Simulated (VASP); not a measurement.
Calculation: LDA (Ceperley-Alder, Perdew-Zunger), VASP's LDA PAW potentials (set 64) (plane waves; VASP).

VASP input:

**POSCAR**
```
InPd
3.271880
  1.0000000000   0.0000000000   0.0000000000
  0.0000000000   1.0000000000   0.0000000000
  0.0000000000   0.0000000000   1.0000000000
In Pd
1 1
Cart
  0.0000000000   0.0000000000   0.0000000000
  0.5000000000   0.5000000000   0.5000000000
```

**KPOINTS**
```
Automatic mesh
0
Gamma
  8 8 8
0 0 0
```

**INCAR**
```
ALGO  =  Normal
EDIFF  =  1E-6
ENCUT  =  450
ISIF  =  2
ISMEAR  =  1
LASPH  =  .True.
LCHARG  =  .False.
LMAXMIX  =  4
LREAL  =  .False.
LWAVE  =  .False.
NELM  =  100
PREC  =  Accurate
SIGMA  =  0.2
SYSTEM  =  InPd
```

POTCAR, in this order: In_d Pd (LDA.64 set). Program: vasp_std.

The run wrote:

OUTCAR:
```
 ion  position               nearest neighbor table
   1  0.000  0.000  0.000-   2 2.83   2 2.83   2 2.83   2 2.83   2 2.83   2 2.83   2 2.83   2 2.83
  LATTYP: Found a simple cubic cell.
 ALAT       =     3.2718800000
 Subroutine PRICEL returns:
 Original cell was already a primitive cell.
 Subroutine GETGRP returns: Found 48 space group operations
The static configuration has the point symmetry O_h .
The dynamic configuration has the point symmetry O_h .
 Subroutine INISYM returns: Found 48 space group operations
 Subroutine IBZKPT returns following result:
 Found     35 irreducible k-points:

 Following reciprocal coordinates:
            Coordinates               Weight
  0.000000  0.000000  0.000000      1.000000
  0.125000  0.000000  0.000000      6.000000
  0.250000  0.000000  0.000000      6.000000
  0.375000  0.000000  0.000000      6.000000
  0.500000  0.000000  0.000000      3.000000
  0.125000  0.125000  0.000000     12.000000
  0.250000  0.125000  0.000000     24.000000
  0.375000  0.125000  0.000000     24.000000
  0.500000  0.125000  0.000000     12.000000
  0.250000  0.250000  0.000000     12.000000
  0.375000  0.250000  0.000000     24.000000
  0.500000  0.250000  0.000000     12.000000
  0.375000  0.375000  0.000000     12.000000
  0.500000  0.375000  0.000000     12.000000
  0.500000  0.500000  0.000000      3.000000
  0.125000  0.125000  0.125000      8.000000
  0.250000  0.125000  0.125000     24.000000
  0.375000  0.125000  0.125000     24.000000
  0.500000  0.125000  0.125000     12.000000
  0.250000  0.250000  0.125000     24.000000
  0.375000  0.250000  0.125000     48.000000
  0.500000  0.250000  0.125000     24.000000
  0.375000  0.375000  0.125000     24.000000
  0.500000  0.375000  0.125000     24.000000
  0.500000  0.500000  0.125000      6.000000
...
```

### OSZICAR
```
       N       E                     dE             d eps       ncg     rms          rms(c)
DAV:   1     0.152322719801E+03    0.15232E+03   -0.10398E+04  1071   0.180E+03
DAV:   2    -0.413225622332E+01   -0.15645E+03   -0.15261E+03  1113   0.389E+02
DAV:   3    -0.108748142871E+02   -0.67426E+01   -0.66864E+01  1281   0.885E+01
DAV:   4    -0.110134451298E+02   -0.13863E+00   -0.13860E+00  1380   0.117E+01
DAV:   5    -0.110186019882E+02   -0.51569E-02   -0.51568E-02  1509   0.194E+00    0.672E+00
DAV:   6    -0.108174906703E+02    0.20111E+00   -0.53639E-01  1225   0.106E+01    0.312E+00
DAV:   7    -0.107753034065E+02    0.42187E-01   -0.84935E-02  1390   0.541E+00    0.149E+00
DAV:   8    -0.107652394243E+02    0.10064E-01   -0.25418E-02  1190   0.152E+00    0.398E-01
DAV:   9    -0.107641631043E+02    0.10763E-02   -0.19542E-03  1365   0.828E-01    0.743E-02
DAV:  10    -0.107641346511E+02    0.28453E-04   -0.49293E-05  1431   0.107E-01    0.319E-02
DAV:  11    -0.107641320522E+02    0.25989E-05   -0.50471E-06  1246   0.236E-02    0.702E-03
DAV:  12    -0.107641320287E+02    0.23514E-07   -0.22265E-07   686   0.607E-03
   1 F= -.10764132E+02 E0= -.10762527E+02  d E =-.481391E-02
```

**OUTCAR**
```
------------------------ aborting loop because EDIFF is reached ----------------------------------------
  FORCE on cell =-STRESS in cart. coord.  units (eV):
  Direction    XX          YY          ZZ          XY          YZ          ZX
  --------------------------------------------------------------------------------------
  Total       -1.4554727     -1.4554727     -1.4554727      0.0000000      0.0000000     -0.0000000
  in kB      -66.5767440    -66.5767440    -66.5767440      0.0000000      0.0000000     -0.0000000
  external PRESSURE =     -66.5767440 kB  Pullay stress =       0.0000000 kB
  volume of cell :       35.03
      direct lattice vectors                 reciprocal lattice vectors
     3.271880000  0.000000000  0.000000000     0.305634681  0.000000000  0.000000000
     0.000000000  3.271880000  0.000000000     0.000000000  0.305634681  0.000000000
     0.000000000  0.000000000  3.271880000     0.000000000  0.000000000  0.305634681
 POSITION                                       TOTAL-FORCE (eV/Angst)
 -----------------------------------------------------------------------------------
      0.00000      0.00000      0.00000         0.000000      0.000000      0.000000
      1.63594      1.63594      1.63594         0.000000      0.000000      0.000000
 -----------------------------------------------------------------------------------
    total drift:                                0.000000      0.000000     -0.000000
  FREE ENERGIE OF THE ION-ELECTRON SYSTEM (eV)
  ---------------------------------------------------
  free  energy   TOTEN  =       -10.7641320287 eV

  energy  without entropy=      -10.7593181181  energy(sigma->0) =      -10.76252739
```
(Selected blocks of OUTCAR.)

The structure comes from a computed database's InPd entry; how it stands against other phases isn't given here. The cell was not relaxed at this level. The run is one of a series of settings (ENCUT = 450 against the base run), some of them coarse on purpose. The electron count is odd and the run is not spin-polarised, which forces a metal.
